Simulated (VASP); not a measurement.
All values below come from r2SCAN meta-GGA, VASP's PBE PAW potentials (set 64) (plane waves; VASP).

VASP ran on this input.

**POSCAR**
```
WO
1.0
  2.9640000000   0.0000000000   0.0000000000
  0.0000000000   2.9640000000   0.0000000000
  0.0000000000   0.0000000000   2.9640000000
W O
1 1
Cartesian
  0.0000000000   0.0000000000   0.0000000000
  1.4820000000   1.4820000000   1.4820000000
```

**INCAR**
```
# general
SYSTEM =WO
PREC   =Accurate
ENCUT  =520   # plane-wave cut-off (eV)
LREAL  =F
LASPH  =T

# electronic loop
EDIFF  =1E-6   # SCF stop (eV)
NELM   =100   # most electronic steps
ALGO   =Normal   # blocked Davidson
LMAXMIX=6   # l cut-off of mixed one-centre charges
LMIXTAU=T

# smearing
ISMEAR =1   # Methfessel-Paxton
SIGMA  =0.1   # width (eV)

# functional
METAGGA=R2SCAN

# ions
IBRION =2   # conjugate gradients
NSW    =60
ISIF   =3   # ions, shape and volume
EDIFFG =-0.01   # ionic stop

# output
LWAVE  =F
LCHARG =F
```

**KPOINTS**
```
Automatic mesh
0
gamma
  11 11 11
0 0 0
```

POTCAR, in this order: W_sv O (PBE.64 set). Program: vasp_std.

Energy and stress use the plane-wave basis of the starting cell. Unless said otherwise, spin-orbit coupling is left out, though it shifts the bands of the heavy elements here.

Question: Predict the energy per atom (σ→0), volume per atom, band gap (on the k-mesh).

Answer: 
```yaml
energy per atom (σ→0): -28.234 eV/atom
band gap (on the k-mesh): none (metal, semimetal or under 0.01 eV)
volume_per_atom: 11.00 Å³/atom
```

**OSZICAR**
```
...
       N       E                     dE             d eps       ncg     rms          rms(c)
DAV:   1    -0.564682003849E+02   -0.54701E-03   -0.13350E-02  1604   0.153E+00    0.225E-01
DAV:   2    -0.564677611315E+02    0.43925E-03   -0.91909E-04  1622   0.319E-01    0.604E-02
DAV:   3    -0.564677119082E+02    0.49223E-04   -0.23013E-04  1724   0.179E-01    0.289E-02
DAV:   4    -0.564677104088E+02    0.14995E-05   -0.20774E-05  1604   0.454E-02    0.229E-02
DAV:   5    -0.564677136500E+02   -0.32412E-05   -0.76240E-06  1616   0.263E-02    0.552E-03
DAV:   6    -0.564677129837E+02    0.66625E-06   -0.14966E-06   932   0.147E-02
   7 F= -.56467713E+02 E0= -.56468400E+02  d E =-.309163E-04
```

The structure was generated: WO was put into the CsCl type type (Pm-3m), which need not be its known phase. This run relaxes it. Symmetry was kept, so distortions that lower it aren't found.
